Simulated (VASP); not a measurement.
Output of a VASP run:

### OSZICAR
```
       N       E                     dE             d eps       ncg     rms          rms(c)
DAV:   1     0.642815972734E+02    0.64282E+02   -0.68070E+03   826   0.129E+03
DAV:   2    -0.962745806199E+01   -0.73909E+02   -0.69724E+02   904   0.320E+02
DAV:   3    -0.164529832342E+02   -0.68255E+01   -0.65115E+01  1233   0.747E+01
DAV:   4    -0.165954440579E+02   -0.14246E+00   -0.14217E+00  1221   0.858E+00
DAV:   5    -0.165957942140E+02   -0.35016E-03   -0.35007E-03  1002   0.386E-01    0.270E+01
DAV:   6    -0.246278051914E+02   -0.80320E+01   -0.10487E+02  1175   0.666E+01    0.345E+01
DAV:   7    -0.143249048753E+02    0.10303E+02   -0.45703E+01  1169   0.477E+01    0.144E+01
DAV:   8    -0.144661380563E+02   -0.14123E+00   -0.19532E+00  1152   0.153E+01    0.325E+00
DAV:   9    -0.143906908251E+02    0.75447E-01   -0.10241E-01  1168   0.420E+00    0.118E+00
DAV:  10    -0.143709978332E+02    0.19693E-01   -0.48378E-02  1196   0.279E+00    0.252E-01
DAV:  11    -0.143710539648E+02   -0.56132E-04   -0.22945E-03  1146   0.543E-01    0.113E-01
DAV:  12    -0.143710543782E+02   -0.41341E-06   -0.67452E-05   993   0.866E-02    0.493E-02
DAV:  13    -0.143710533364E+02    0.10419E-05   -0.65909E-06  1206   0.270E-02    0.572E-03
DAV:  14    -0.143710533883E+02   -0.51980E-07   -0.19227E-07   562   0.612E-03
   1 F= -.14371053E+02 E0= -.14370750E+02  d E =-.606661E-03
```

File OUTCAR:
```
------------------------ aborting loop because EDIFF is reached ----------------------------------------
  FORCE on cell =-STRESS in cart. coord.  units (eV):
  Direction    XX          YY          ZZ          XY          YZ          ZX
  --------------------------------------------------------------------------------------
  Total        2.7510602      2.7510602      2.7510602      0.0000000      0.0000000      0.0000000
  in kB      190.4040152    190.4040152    190.4040152      0.0000000      0.0000000      0.0000000
  external PRESSURE =     190.4040152 kB  Pullay stress =       0.0000000 kB
  volume of cell :       23.15
      direct lattice vectors                 reciprocal lattice vectors
     2.850000000  0.000000000  0.000000000     0.350877193  0.000000000  0.000000000
     0.000000000  2.850000000  0.000000000     0.000000000  0.350877193  0.000000000
     0.000000000  0.000000000  2.850000000     0.000000000  0.000000000  0.350877193
 POSITION                                       TOTAL-FORCE (eV/Angst)
 -----------------------------------------------------------------------------------
      0.00000      0.00000      0.00000         0.000000      0.000000      0.000000
      1.42500      1.42500      1.42500         0.000000      0.000000      0.000000
 -----------------------------------------------------------------------------------
    total drift:                                0.000000      0.000000     -0.000000
  FREE ENERGIE OF THE ION-ELECTRON SYSTEM (eV)
  ---------------------------------------------------
  free  energy   TOTEN  =       -14.3710533883 eV

  energy  without entropy=      -14.3704467270  energy(sigma->0) =      -14.37075006
```
(Selected blocks of OUTCAR.)

### POSCAR
```
TmN
1
    2.8500000000     0.0000000000     0.0000000000
    0.0000000000     2.8500000000     0.0000000000
    0.0000000000     0.0000000000     2.8500000000
Tm N
1 1
Direct
  0.0000000000   0.0000000000   0.0000000000
  0.5000000000   0.5000000000   0.5000000000
```

**Question.** Write an INCAR and KPOINTS that could have produced this output.

**Answer.** One answer among several that fit: the input of the run itself, PBE GGA, plane waves, VASP's PBE PAW potentials (set 64).

**KPOINTS**
```
kpoints
0
Gamma
  8 8 8
0 0 0
```

**INCAR**
```
SYSTEM=TmN
PREC=Accurate; ENCUT=520; LREAL=.FALSE.
LASPH=.TRUE.
EDIFF=1E-6; NELM=100; ALGO=Normal
IMIX=4; AMIX=1.0; BMIX=1.0
LMAXMIX=6
ISMEAR=0; SIGMA=0.05
GGA=PE
ISIF=2
LWAVE=.FALSE.; LCHARG=.FALSE.
```

POTCAR, in this order: Tm_3 N (PBE.64 set). Program: vasp_std.

The 4f electrons are frozen in the core of the lanthanide potential, so 4f levels, which can set the real gap, and their magnetism are missing.

The structure was generated: TmN was put into the CsCl type (Pm-3m), which need not be its known phase. The cell was not relaxed at this level. The run is one of a series of settings (AMIX = 1.0, BMIX = 1.0, IMIX = 4 against the base run), some of them coarse on purpose.
